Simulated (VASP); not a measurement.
# Which face does Nb expose?

Which face of Nb is cheapest, and which holds its electrons hardest?

Main program and level: VASP 6.6.1; PBEsol; plane waves and PAW (Nb_pv).

Most raw output is cut from this account.

## 1. Starting point

It takes space group Im-3m (No. 229, cubic). The conventional cell has a = 3.300 Å, b = 3.300 Å, c = 3.300 Å, α = 90.00°, β = 90.00°, γ = 90.00°. Nearest to Nb lie 8 Nb at 2.86 Å.

## 2. The bulk reference, job relaxation, k-mesh 16×16×16

The bulk crystal is relaxed first, so that the slabs are cut at this functional's lattice.

File INCAR:

```
SYSTEM = Nb
PREC = Accurate
ENCUT = 420
EDIFF = 1E-06
NELM = 120
ISMEAR = 1
SIGMA = 0.15
LREAL = .FALSE.
ALGO = Normal
GGA = PS
NBANDS = 11
LASPH = .TRUE.
LORBIT = 11
LWAVE = .FALSE.
LCHARG = .FALSE.
KPAR = 4
IBRION = 2
NSW = 30
ISIF = 3
EDIFFG = -0.01
POTIM = 0.4
```

File POSCAR:

```
Nb
1.0
   -1.6500000000      1.6500000000      1.6500000000
    1.6500000000     -1.6500000000      1.6500000000
    1.6500000000      1.6500000000     -1.6500000000
Nb
1
Direct
    0.0000000000      0.0000000000      0.0000000000
```

File KPOINTS:

```
Automatic mesh
0
Gamma
16 16 16
0 0 0
```

PAW data sets: Nb_pv (PBE family, release 64).

Launch:

```sh
$ mpirun -np 4 vasp_std
```

Wall time 13 s (4 MPI ranks of AMD EPYC 7R43, shared host); peak memory 0.48 GiB; 48 s of CPU time.

This run has no spin polarisation. Its electron count is odd, so without a moment it is a metal by construction. The PAW data sets were made with PBE, which is usual practice but a small mismatch for other functionals. The run keeps the 48 symmetry operations of its start, so it cannot find a distortion of lower symmetry.

Relaxation path:

```csv
step,energy less that of the first step (eV),largest force (eV/Å),pressure (GPa),volume (Å³)
1,0.0000,0.0000,-2.68,17.97
2,0.0022,0.0000,4.00,17.35
3,-0.0022,0.0000,0.00,17.71
```

```csv
"conventional cell, symmetrised",before,after,change
a (Å),3.300,3.284,-0.5 %
b (Å),3.300,3.284,-0.5 %
c (Å),3.300,3.284,-0.5 %
volume (Å³/atom),17.97,17.71,-1.4 %
```

The relaxed structure:

```cif
data_structure
_symmetry_space_group_name_H-M 'P 1'
_symmetry_Int_Tables_number 1
_cell_length_a 2.8440
_cell_length_b 2.8440
_cell_length_c 2.8440
_cell_angle_alpha 109.471
_cell_angle_beta 109.471
_cell_angle_gamma 109.471
_cell_volume 17.71
loop_
_atom_site_label
_atom_site_type_symbol
_atom_site_fract_x
_atom_site_fract_y
_atom_site_fract_z
_atom_site_occupancy
Nb1 Nb 0.00000 0.00000 0.00000 1
```

This step gave:

- electronic cycles: 24
- electrons: 11
- free energy (TOTEN): -10.82 eV
- Fermi energy: 4.987 eV
- metallic: yes

The run ended after 3 ionic steps, 0.002 eV below its first step, once forces and stress met EDIFFG = -0.01.

Energy at zero smearing: -10.82297 eV.

## 3. The bulk reference, job self-consistent run, k-mesh 20×20×20

File INCAR:

```
SYSTEM = Nb
PREC = Normal
ENCUT = 320
EDIFF = 1E-06
NELM = 120
ISMEAR = 1
SIGMA = 0.15
LREAL = .FALSE.
ALGO = Fast
GGA = PS
NBANDS = 11
LASPH = .TRUE.
LORBIT = 11
LWAVE = .FALSE.
LCHARG = .FALSE.
KPAR = 4
```

File POSCAR:

```
Nb
1.0
   -1.6419977735      1.6419977735      1.6419977735
    1.6419977735     -1.6419977735      1.6419977735
    1.6419977735      1.6419977735     -1.6419977735
Nb
1
Direct
    0.0000000000      0.0000000000      0.0000000000
```

File KPOINTS:

```
Automatic mesh
0
Gamma
20 20 20
0 0 0
```

Launch:

```sh
$ mpirun -np 4 vasp_std
```

Elapsed: 4.6 s, on 4 MPI ranks; peak memory 0.35 GiB.

Numbers from this step:

| Item | Value |
| --- | --- |
| electronic cycles | 13 |
| energy at zero smearing | -10.82 eV |
| Fermi energy | 4.989 eV |

Energy at zero smearing: -10.81969 eV.

The run ends at a pressure of -0.33 GPa.

## 4. Surface relaxation, 7 atoms, face Nb(110)

System of this step: Nb(110). The cell holds 7 atoms: 7 Nb. Cell: a = 3.284 Å, b = 2.844 Å, c = 28.933 Å, α = 90.0°, β = 90.0°, γ = 54.7°. It derives from Nb. 7 layers of bcc Nb, cut at this functional's lattice. Vacuum lies along c.

All atoms relax at the fixed cell.

File INCAR:

```
SYSTEM = Nb
PREC = Normal
ENCUT = 320
EDIFF = 1E-05
NELM = 120
ISMEAR = 1
SIGMA = 0.15
LREAL = .FALSE.
ALGO = Fast
GGA = PS
NBANDS = 47
LASPH = .TRUE.
LORBIT = 11
LWAVE = .FALSE.
LCHARG = .FALSE.
KPAR = 4
IBRION = 2
NSW = 40
ISIF = 2
EDIFFG = -0.03
POTIM = 0.4
MAXMIX = 40
```

File POSCAR:

```
Nb
1.0
    3.2839955470      0.0000000000      0.0000000000
    1.6419977735      2.3221355207      0.0000000000
    0.0000000000      0.0000000000     28.9328131240
Nb
7
Direct
    0.0000000000      0.0000000000      0.2592212500
    0.5000000000      0.0000000000      0.3394808300
    0.0000000000      0.0000000000      0.4197404200
    0.5000000000      0.0000000000      0.5000000000
    0.0000000000      0.0000000000      0.5802595800
    0.5000000000      0.0000000000      0.6605191700
    0.0000000000      0.0000000000      0.7407787500
```

File KPOINTS:

```
Automatic mesh
0
Gamma
13 13 1
0 0 0
```

Launch:

```sh
$ mpirun -np 4 vasp_std
```

Wall time 7.4 min (4 MPI ranks); peak memory 0.99 GiB.

The run keeps the 8 symmetry operations of its start, so it cannot find a distortion of lower symmetry.

The steps of the relaxation:

```csv
step,energy less that of the first step (eV),largest force (eV/Å)
1,0.0000,0.3635
2,-0.0161,0.2620
3,-0.0264,0.0981
4,-0.0266,0.0905
5,-0.0266,0.0920
6,-0.0280,0.0563
7,-0.0286,0.0483
8,-0.0290,0.0459
9,-0.0290,0.0384
10,-0.0290,0.0352
11,-0.0290,0.0373
12,-0.0292,0.0310
13,-0.0302,0.0337
14,-0.0307,0.0253
```

The atoms that moved most (Å):

```csv
atom,dx,dy,dz,length
Nb1,0.000,0.000,0.058,0.058
Nb7,0.000,0.000,-0.058,0.058
Nb2,0.000,0.000,-0.018,0.018
Nb6,0.000,0.000,0.018,0.018
Nb5,0.000,0.000,0.005,0.005
Nb3,0.000,0.000,-0.005,0.005
```

Final coordinates:

```xyz
7
Lattice="3.2840 0.0000 0.0000 1.6420 2.3221 0.0000 0.0000 0.0000 28.9328" Properties=species:S:1:pos:R:3
Nb    0.0000    0.0000    7.5579
Nb    1.6420    0.0000    9.8038
Nb    0.0000    0.0000   12.1391
Nb    1.6420    0.0000   14.4664
Nb    0.0000    0.0000   16.7937
Nb    1.6420    0.0000   19.1291
Nb    0.0000    0.0000   21.3750
```

Numbers from this step:

```
electronic cycles       : 157
electrons               : 77
free energy (TOTEN)     : -73.5515 eV
energy at zero smearing : -73.5510 eV
Fermi energy            : 0.9043 eV
```

The run ended after 14 ionic steps, 0.031 eV below its first step, once the forces on the free atoms met EDIFFG = -0.03.

## 5. Vacuum level and density of states, 7 atoms, face Nb(110)

A static run writes the electrostatic potential without exchange and correlation (LVHAR), which is flat in the vacuum and gives the level to count from. The dipole correction cancels the field that unlike faces would set up across the vacuum.

File INCAR:

```
SYSTEM = Nb
PREC = Normal
ENCUT = 320
EDIFF = 1E-06
NELM = 120
ISMEAR = 1
SIGMA = 0.15
LREAL = .FALSE.
ALGO = Fast
GGA = PS
NBANDS = 47
LASPH = .TRUE.
LORBIT = 11
LWAVE = .FALSE.
LCHARG = .TRUE.
KPAR = 4
IDIPOL = 3
LDIPOL = .TRUE.
DIPOL = 0.5 0.5 0.5
LVHAR = .TRUE.
LVACPOTAV = .TRUE.
NEDOS = 1500
```

File POSCAR:

```
Nb
1.0
    3.2839955470      0.0000000000      0.0000000000
    1.6419977735      2.3221355207      0.0000000000
    0.0000000000      0.0000000000     28.9328131240
Nb
7
Direct
    0.0000000000      0.0000000000      0.2612210545
    0.5000000000      0.0000000000      0.3388457841
    0.0000000000      0.0000000000      0.4195605692
    0.5000000000      0.0000000000      0.5000000000
    0.0000000000      0.0000000000      0.5804394308
    0.5000000000      0.0000000000      0.6611542159
    0.0000000000      0.0000000000      0.7387789455
```

KPOINTS is that of step 4.

Launch:

```sh
$ mpirun -np 4 vasp_std
```

Wall time 2.3 min (4 MPI ranks); peak memory 1 GiB.

This step gave:

```
electronic cycles                          : 49
free energy (TOTEN)                        : -73.5508 eV
energy at zero smearing                    : -73.5503 eV
Fermi energy                               : 0.9181 eV
dipole moment                              : 0, 0, 0 e·Å
vacuum levels                              : 5.55, 5.55 eV
work functions of the upper and lower face : 4.632, 4.632 eV
```

The planar average of the electrostatic potential oscillates, so the rows of the table below give means over windows of 2.26 Å about each position, cut where the curve ends. Its maxima inside the range that stand out by 2 % of the span (Å: eV): 8.7: -1.78, 11.0: -1.06, 13.3: -1.13, 15.6: -1.13, 18.0: -1.06, 20.2: -1.78. Its minima: 7.6: -8.58, 9.8: -8.40, 12.1: -8.32, 14.5: -8.37, 16.8: -8.32, 19.1: -8.40, 21.4: -8.58.

Zero at the Fermi level. Table of planar average of the electrostatic potential by height; means over each step:

```csv
height (Å),planar average of the electrostatic potential (eV)
1.13,4.63
3.39,4.62
5.65,2.71
7.91,-5.41
10.17,-5.03
12.43,-5.03
14.69,-5.04
16.95,-5.05
19.21,-5.19
21.47,-5.21
23.73,3.89
25.99,4.63
28.25,4.63
```

Density of states in the PAW spheres, an atom over height of the layer and energy from the Fermi level.

Ten even steps from '0' (0.00 states/eV) to '9' (1.71 states/eV), each cell a mean:
```
4233324
7577757
7678767
7555557
6677766
8987898
3332333
4445444
6656566
4544454
2333332
0111110
0000000
0000000
0000000
0000000
0000000
0000000
0000000
0000000
0000000
0000000
```
Columns: height of the layer (Å) from 7.6 to 21.4; rows upwards: energy from the Fermi level (eV) from -7.9 to 0.5.

Valence density in the ca plane at fractional y = 0.000, with atoms of Nb within 0.2 Å of it. It is the smooth field of the valence electrons, not physical close to the nuclei.

Ten even steps from '0' (0.0 e/Å³) to '9' (4.5 e/Å³), each cell a mean:
```
00026873100000014786200000002688410000000000
00013431000110001343100111001344100000000000
31001110012442100110001344100111000000000000
62000000015884100000002687310000000000000000
62000000026995100000003798410000000000000000
41000000014663100000002575210000000000000000
10001221001221001221000122100122100000000000
00025752000000013674100000001466300000000000
00037984100000014897200000002699410000000000
```
Columns run along c (16.0 Å, from fractional 0.36 to 0.91 of the cell), rows up along a (3.3 Å). Atoms in or near the plane, at fractional coordinates: Nb at (0.42, 0.00), Nb at (0.50, 0.50), Nb at (0.58, 0.00), Nb at (0.66, 0.50), Nb at (0.74, 0.00).

The map of layer states is cut here 0.5 eV above the Fermi level, so it leaves out the states above that.

The vacuum level lies 4.63 eV above the Fermi level at the upper face; both faces agree, as the slab has next to no dipole.

The program found no field-free point at its default tolerance, but its printed level agrees with the flat part of the planar average.

On this mesh the fine structure of the density of states is sampling noise, and high empty states may be cut by the number of bands.

## 6. Surface relaxation, 9 atoms, face Nb(100)

System of this step: Nb(100). The cell holds 9 atoms: 9 Nb. Cell: a = 3.284 Å, b = 3.284 Å, c = 28.136 Å, α = 90.0°, β = 90.0°, γ = 90.0°. It derives from Nb. 9 layers of bcc Nb, cut at this functional's lattice. Vacuum lies along c.

File INCAR:

```
SYSTEM = Nb
PREC = Normal
ENCUT = 320
EDIFF = 1E-05
NELM = 120
ISMEAR = 1
SIGMA = 0.15
LREAL = .FALSE.
ALGO = Fast
GGA = PS
NBANDS = 61
LASPH = .TRUE.
LORBIT = 11
LWAVE = .FALSE.
LCHARG = .FALSE.
KPAR = 4
IBRION = 2
NSW = 40
ISIF = 2
EDIFFG = -0.03
POTIM = 0.4
MAXMIX = 40
```

File POSCAR:

```
Nb
1.0
    3.2839955470      0.0000000000      0.0000000000
    0.0000000000      3.2839955470      0.0000000000
    0.0000000000      0.0000000000     28.1359821880
Nb
9
Direct
    0.0000000000      0.0000000000      0.2665625800
    0.5000000000      0.5000000000      0.3249219300
    0.0000000000      0.0000000000      0.3832812900
    0.5000000000      0.5000000000      0.4416406400
    0.0000000000      0.0000000000      0.5000000000
    0.5000000000      0.5000000000      0.5583593600
    0.0000000000      0.0000000000      0.6167187100
    0.5000000000      0.5000000000      0.6750780700
    0.0000000000      0.0000000000      0.7334374200
```

File KPOINTS:

```
Automatic mesh
0
Gamma
9 9 1
0 0 0
```

Launch:

```sh
$ mpirun -np 4 vasp_std
```

Elapsed: 7.2 min, on 4 MPI ranks; peak memory 0.81 GiB.

The run keeps the 16 symmetry operations of its start, so it cannot find a distortion of lower symmetry.

Relaxation path:

```csv
step,energy less that of the first step (eV),largest force (eV/Å)
1,0.0000,1.0753
2,-0.1507,0.7719
3,-0.2360,0.3177
4,-0.2365,0.2746
5,-0.2509,0.1225
6,-0.2538,0.0639
7,-0.2539,0.0758
8,-0.2547,0.0420
9,-0.2553,0.0741
10,-0.2560,0.0610
11,-0.2574,0.0345
12,-0.2583,0.0364
13,-0.2582,0.0275
```

The atoms that moved most (Å):

```csv
atom,dx,dy,dz,length
Nb1,0.000,0.000,0.146,0.146
Nb9,0.000,0.000,-0.146,0.146
Nb3,0.000,0.000,-0.050,0.050
Nb7,0.000,0.000,0.050,0.050
Nb8,0.000,0.000,0.035,0.035
Nb2,0.000,0.000,-0.035,0.035
Nb4,0.000,0.000,0.026,0.026
Nb6,0.000,0.000,-0.026,0.026
```

The relaxed structure:

```xyz
9
Lattice="3.2840 0.0000 0.0000 0.0000 3.2840 0.0000 0.0000 0.0000 28.1360" Properties=species:S:1:pos:R:3
Nb    0.0000    0.0000    7.6461
Nb    1.6420    1.6420    9.1071
Nb    0.0000    0.0000   10.7343
Nb    1.6420    1.6420   12.4517
Nb    0.0000    0.0000   14.0680
Nb    1.6420    1.6420   15.6843
Nb    0.0000    0.0000   17.4016
Nb    1.6420    1.6420   19.0289
Nb    0.0000    0.0000   20.4899
```

This step gave:

```yaml
electronic_cycles: 224
electrons: 99
free_energy_toten: -93.9261 eV
energy_at_zero_smearing: -93.9304 eV
fermi_energy: 1.062 eV
```

The run ended after 13 ionic steps, 0.258 eV below its first step, once the forces on the free atoms met EDIFFG = -0.03.

## 7. Vacuum level and density of states, 9 atoms, face Nb(100)

File INCAR:

```
SYSTEM = Nb
PREC = Normal
ENCUT = 320
EDIFF = 1E-06
NELM = 120
ISMEAR = 1
SIGMA = 0.15
LREAL = .FALSE.
ALGO = Fast
GGA = PS
NBANDS = 61
LASPH = .TRUE.
LORBIT = 11
LWAVE = .FALSE.
LCHARG = .TRUE.
KPAR = 4
IDIPOL = 3
LDIPOL = .TRUE.
DIPOL = 0.5 0.5 0.5
LVHAR = .TRUE.
LVACPOTAV = .TRUE.
NEDOS = 1500
```

File POSCAR:

```
Nb
1.0
    3.2839955470      0.0000000000      0.0000000000
    0.0000000000      3.2839955470      0.0000000000
    0.0000000000      0.0000000000     28.1359821880
Nb
9
Direct
    0.0000000000      0.0000000000      0.2717555959
    0.5000000000      0.5000000000      0.3236817120
    0.0000000000      0.0000000000      0.3815163898
    0.5000000000      0.5000000000      0.4425549297
    0.0000000000      0.0000000000      0.5000000000
    0.5000000000      0.5000000000      0.5574450703
    0.0000000000      0.0000000000      0.6184836102
    0.5000000000      0.5000000000      0.6763182880
    0.0000000000      0.0000000000      0.7282444041
```

KPOINTS is that of step 6.

Launch:

```sh
$ mpirun -np 4 vasp_std
```

Elapsed: 88 s, on 4 MPI ranks; peak memory 0.77 GiB; 5.8 min of CPU time.

Numbers from this step:

* electronic cycles: 42
* Fermi energy: 1.065 eV
* vacuum levels: 4.736, 4.736 eV
* work functions of the upper and lower face: 3.671, 3.671 eV

Zero at the Fermi level. The planar average of the electrostatic potential by height:

height (Å), planar average of the electrostatic potential (eV) and a bar from the least value:
```
        0       3.67 ##############################
        1       3.67 ##############################
        2       3.67 ##############################
        3       3.67 ##############################
        4       3.66 ##############################
        5       3.55 ##############################
        6       2.61 ###########################
        7      -2.91 ##########
        8      -6.34 
        9      -5.64 ##
       10      -5.13 ####
       11      -5.04 ####
       12      -4.61 #####
       13      -5.05 ####
       14      -5.27 ####
       15      -5.07 ####
       16      -4.87 #####
       17      -4.75 #####
       18      -5.13 ####
       19      -5.52 ###
       20      -6.45 
       21      -3.76 ########
       22       2.26 ##########################
       23       3.51 ##############################
       24       3.66 ##############################
       25       3.67 ##############################
       26       3.67 ##############################
       27       3.67 ##############################
       28       3.67 ##############################
```

Density of states in the PAW spheres, an atom over height of the layer and energy from the Fermi level.

Ten even steps from '_' (0.00 states/eV) to '@' (2.09 states/eV), each cell a mean:
```
@@------::------@@
==::--==--==--::==
++--++##**##++--++
++====++++++====++
++++++++++++++++++
**%%**********%%**
==++==------==++==
======------======
========++========
--====------====--
::--------------::
__..............__
__________________
__________________
__________________
__________________
__________________
__________________
__________________
__________________
__________________
__________________
```
Columns: height of the layer (Å) from 7.6 to 20.5 (not evenly spaced); rows upwards: energy from the Fermi level (eV) from -7.9 to 0.5.

[end of part 1 of 2]

[Lines on the potential files, build, host, timing and source positions are cut from VASP's logs without a mark.]

[Logs are printed without paths, hosts, clocks, repeated set-up lines and the standing remarks that a program may print on its own settings, such as how far it seeks lower states.]

[Hosts, paths, dates, database ids (printed as entryN), source tags and the programs' standing remarks are cut or masked in the printed files.]

[Runs that stopped without an error message from VASP are left out.]
